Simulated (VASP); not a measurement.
These are PBE GGA, VASP's PBE PAW potentials (set 64) (plane waves; VASP) values and carry that method's errors.

VASP input:

### INCAR
```
SYSTEM = MgI2
PREC = Accurate
ENCUT = 300
EDIFF = 1E-6
NELM = 100
ALGO = Normal
LREAL = .FALSE.
LASPH = .TRUE.
ISMEAR = 0
SIGMA = 0.136
GGA = PE
LMAXMIX = 4
LWAVE = .FALSE.
LCHARG = .FALSE.
ISIF = 2
```

File POSCAR:
```
MgI2
17.3351160
  0.2423301350   0.0000000000   0.0000000000
 -0.1211650963   0.2098640701   0.0000000000
  0.0000000000   0.0000000000   1.0000000000
Mg I
1 2
direct
  0.0000000000   0.0000000000   0.5000000000
  0.3333330000   0.6666670000   0.5961950000
  0.6666670000   0.3333330000   0.4038050000
```

### KPOINTS
```
Automatic mesh
0
Gamma
9 9 1
0 0 0
```

POTCAR, in this order: Mg I (PBE.64 set). Program: vasp_std.

Question: What will the output report for the number of irreducible k-points (NKPTS), largest plane-wave count, number of space-group operations, FFT grid (NGX, NGY, NGZ)?

Answer: 
The number of irreducible k-points (NKPTS) comes out as 12. The largest plane-wave count is 3150 and the number of space-group operations comes out as 12. The FFT grid (NGX, NGY, NGZ) is 24 × 24 × 98.

The cell is a sheet with vacuum, built from a generated structure.
